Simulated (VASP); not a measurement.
Crystal: FCClBr2, in a box.

```
CELL_PARAMETERS angstrom
12.00000 0.00000 0.00000
0.00000 12.00000 0.00000
0.00000 0.00000 12.00000
ATOMIC_POSITIONS crystal
F 0.59120 0.40460 0.52646
C 0.49581 0.45802 0.50772
Cl 0.41097 0.44597 0.62596
Br 0.42442 0.39056 0.37970
Br 0.52968 0.61294 0.47792
```

Base run:

| Property | Result |
| --- | --- |
| Program | VASP 6.6.1 |
| Functional | PBE |
| Dispersion | TS |
| Potentials or basis | VASP PAW PBE potentials, release 64 (F, C, Cl, Br) |
| Cutoff | 520 eV |
| k mesh | 1 × 1 × 1 |
| Occupations | gaussian, width 0.01 eV |
| Spin | no spin polarisation |

Its results: gap between the frontier levels 4.13 eV; largest force 1.239 eV/Å.

Q: The run is repeated on the same cell with these changes: functional from PBE to HSE06; further incar settings from ALGO = Normal; EDIFF = 1e-06 to ALGO = Normal; EDIFF = 1e-06; NBANDS = 24. What comes out?

A: Gap between the frontier levels 5.63 eV; largest force 0.554 eV/Å.

Caveats: the PAW data sets were made with another functional, which shifts forces and pressure a little (some runs).

A k mesh can miss the band edges.

Not every run made on this cell is shown here.
